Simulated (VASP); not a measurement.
Computed with PBE GGA + U (Dudarev), VASP's PBE PAW potentials (set 64) (plane waves; VASP 6.6.1).

A VASP calculation is set up with these files.

POSCAR:
```
FeAl
1
    2.9682000000     0.0000000000     0.0000000000
    0.0000000000     2.9682000000     0.0000000000
    0.0000000000     0.0000000000     2.9682000000
Al Fe
1 1
Direct
  0.5000000000   0.5000000000   0.5000000000
  0.0000000000   0.0000000000   0.0000000000
```

INCAR:
```
SYSTEM = FeAl
PREC = Accurate
ENCUT = 400
EDIFF = 1E-6
NELM = 100
ALGO = Normal
LREAL = .FALSE.
LASPH = .TRUE.
ISMEAR = 1
SIGMA = 0.1
GGA = PE
LMAXMIX = 4
LWAVE = .FALSE.
LCHARG = .FALSE.
ISIF = 2
LDAU = .TRUE.
LDAUTYPE = 2
LDAUL = -1 2
LDAUU = 0 8.0
LDAUJ = 0 0
LDAUPRINT = 1
LORBIT = 10
```

KPOINTS:
```
Automatic mesh
0
Gamma
11 11 11
0 0 0
```

POTCAR, in this order: Al Fe (PBE.64 set). Program: vasp_std.

What VASP printed:

**OSZICAR**
```
       N       E                     dE             d eps       ncg     rms          rms(c)
DAV:   1     0.376164230810E+02    0.37616E+02   -0.42252E+03  1008   0.975E+02
DAV:   2    -0.343778222899E+01   -0.41054E+02   -0.39720E+02  1012   0.171E+02
DAV:   3    -0.448364939324E+01   -0.10459E+01   -0.10336E+01  1156   0.368E+01
DAV:   4    -0.450186134895E+01   -0.18212E-01   -0.18199E-01  1252   0.460E+00
DAV:   5    -0.450223782830E+01   -0.37648E-03   -0.37646E-03  1213   0.565E-01    0.109E+01
DAV:   6    -0.606528658858E+01   -0.15630E+01   -0.42485E+01  1158   0.102E+02    0.135E+01
DAV:   7    -0.377467264944E+01    0.22906E+01   -0.20476E+01  1069   0.651E+01    0.214E+00
DAV:   8    -0.412054173753E+01   -0.34587E+00   -0.50651E-01  1453   0.696E+00    0.172E+00
DAV:   9    -0.467119744109E+01   -0.55066E+00   -0.10959E+00  1393   0.103E+01    0.144E+00
DAV:  10    -0.515467685813E+01   -0.48348E+00   -0.20905E+00  1201   0.160E+01    0.767E-01
DAV:  11    -0.518082531817E+01   -0.26148E-01   -0.93062E-02  1313   0.413E+00    0.262E-01
DAV:  12    -0.518088011295E+01   -0.54795E-04   -0.81554E-02  1175   0.315E+00    0.197E-01
DAV:  13    -0.518558426796E+01   -0.47042E-02   -0.17879E-02  1273   0.133E+00    0.790E-02
DAV:  14    -0.518556548494E+01    0.18783E-04   -0.25767E-04  1311   0.238E-01    0.524E-02
DAV:  15    -0.518556175560E+01    0.37293E-05   -0.72889E-06  1127   0.331E-02    0.284E-02
DAV:  16    -0.518555807441E+01    0.36812E-05   -0.36835E-05  1189   0.118E-01    0.440E-03
DAV:  17    -0.518555845275E+01   -0.37834E-06   -0.50463E-07   530   0.108E-02
   1 F= -.51855585E+01 E0= -.51855249E+01  d E =-.100711E-03
```

**OUTCAR**
```
------------------------ aborting loop because EDIFF is reached ----------------------------------------
  FORCE on cell =-STRESS in cart. coord.  units (eV):
  Direction    XX          YY          ZZ          XY          YZ          ZX
  --------------------------------------------------------------------------------------
  Total       -1.0629409     -1.0629409     -1.0629409     -0.0000000     -0.0000000     -0.0000000
  in kB      -65.1238732    -65.1238732    -65.1238732     -0.0000000     -0.0000000     -0.0000000
  external PRESSURE =     -65.1238732 kB  Pullay stress =       0.0000000 kB
  volume of cell :       26.15
      direct lattice vectors                 reciprocal lattice vectors
     2.968200000  0.000000000  0.000000000     0.336904521  0.000000000  0.000000000
     0.000000000  2.968200000  0.000000000     0.000000000  0.336904521  0.000000000
     0.000000000  0.000000000  2.968200000     0.000000000  0.000000000  0.336904521
 POSITION                                       TOTAL-FORCE (eV/Angst)
 -----------------------------------------------------------------------------------
      1.48410      1.48410      1.48410         0.000000      0.000000      0.000000
      0.00000      0.00000      0.00000         0.000000      0.000000      0.000000
 -----------------------------------------------------------------------------------
    total drift:                               -0.000000      0.000000     -0.000000
  FREE ENERGIE OF THE ION-ELECTRON SYSTEM (eV)
  ---------------------------------------------------
  free  energy   TOTEN  =        -5.1855584527 eV

  energy  without entropy=       -5.1854577414  energy(sigma->0) =       -5.18552488

 total charge

# of ion       s       p       d       tot
------------------------------------------
    1        0.378   0.387   0.000   0.765
    2        0.415   0.486   6.509   7.410
--------------------------------------------------
tot          0.793   0.873   6.509   8.174
```
(Selected blocks of OUTCAR.)

File OUTCAR:
```
 val. band max:        7.3048711948   @ k =   0.4545   0.2727   0.0000

 cond. band min:       7.3483271842   @ k =   0.4545   0.0000   0.0000


 Fermi energy:         7.3217552603

 k-point     1 :       0.0000    0.0000    0.0000
  band No.  band energies     occupation
      1      -2.8069      2.00000
      2       4.0592      2.00000
      3       4.0596      2.00000
      4       4.0597      2.00000
      5       6.6056      2.00000
      6       6.6061      2.00000
      7      12.8909      0.00000
      8      12.8909      0.00000
      9      12.8910      0.00000

 k-point     2 :       0.0909    0.0000    0.0000
  band No.  band energies     occupation
      1      -2.6625      2.00000
      2       3.9987      2.00000
      3       3.9992      2.00000
      4       4.0662      2.00000
      5       6.4970      2.00000
      6       6.6588      2.00000
      7      11.9965      0.00000
      8      13.0673      0.00000
      9      13.0673      0.00000

 k-point     3 :       0.1818    0.0000    0.0000
  band No.  band energies     occupation
      1      -2.2326      2.00000
      2       3.8427      2.00000
      3       3.8432      2.00000
      4       4.0839      2.00000
      5       6.0336      2.00000
      6       6.8066      2.00000
      7      10.7096      0.00000
      8      13.5752      0.00000
      9      13.5752      0.00000

 k-point     4 :       0.2727    0.0000    0.0000
  band No.  band energies     occupation
      1      -1.5273      2.00000
      2       3.6501      2.00000
      3       3.6506      2.00000
      4       4.1077      2.00000
      5       5.0056      2.00000
      6       7.0131      2.00011
      7      10.0074      0.00000
      8      14.3659      0.00000
      9      14.3659      0.00000

 k-point     5 :       0.3636    0.0000    0.0000
  band No.  band energies     occupation
      1      -0.5659      2.00000
      2       3.4825      2.00000
      3       3.4830      2.00000
...
```

The compound is FeAl in the CsCl type structure. The cell was not relaxed at this level. The run is one of a series of settings (LDAU = .TRUE., LDAUJ = 0 0, LDAUL = -1 2, LDAUTYPE = 2, LDAUU = 0 8.0 against the base run), some of them coarse on purpose. The run is not spin-polarised, so no magnetic state was tried. The electron count is odd and the run is not spin-polarised, which forces a metal.
